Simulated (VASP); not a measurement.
Here is the system:

```
CdF2
1.0
    0.00000     2.67492     2.67492
    2.67492     0.00000     2.67492
    2.67492     2.67492     0.00000
Cd F
1 2
Direct
  0.00000   0.00000   0.00000
  0.25000   0.25000   0.25000
  0.75000   0.75000   0.75000
```

Method: PBE GGA with D3 dispersion (zero damping), VASP's PBE PAW potentials (set 64) (plane waves; VASP 6.6.1). Run with 520 eV cut-off, 7×7×7 Γ-centred mesh, Gaussian smearing of 0.050 eV, potentials Cd F.

Task: Give the stress tensor in GPa (positive for a compressed cell).

Result: 
```
7.53  0.00  0.00
0.00  7.53  0.00
0.00  0.00  7.53
```
The pressure is its mean diagonal, 7.53 GPa.

The compound is CdF2 in the fluorite structure. This cell is one point of a volume scan, at 0.94 of the reference volume.
